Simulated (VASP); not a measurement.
Input:

```yaml
crystal:
  lattice:
    - [3.84722, 0.00000, 0.00000]
    - [0.00000, 3.84722, 0.00000]
    - [0.00000, 0.00000, 4.83657]
  atoms:
    - { symbol: Sn, position: [0.50000, 0.00000, 0.76042] }
    - { symbol: Sn, position: [0.00000, 0.50000, 0.23958] }
    - { symbol: O, position: [0.50000, 0.50000, 0.00000] }
    - { symbol: O, position: [0.00000, 0.00000, 0.00000] }
```

Computed with rev-vdW-DF2, VASP's PBE PAW potentials (set 64) (plane waves; VASP). Run with 520 eV cut-off, 7×7×5 Γ-centred mesh, tetrahedra with Blöchl corrections, potentials Sn_d O.

Problem. What does the run give for the energy per atom (σ→0)?

Solution. 
| Property | Result |
|---|---|
| energy per atom (σ→0) | -3.635 eV/atom |

Only differences to runs with the same potentials and settings are physical.

The compound is SnO in the litharge structure. It was relaxed first.
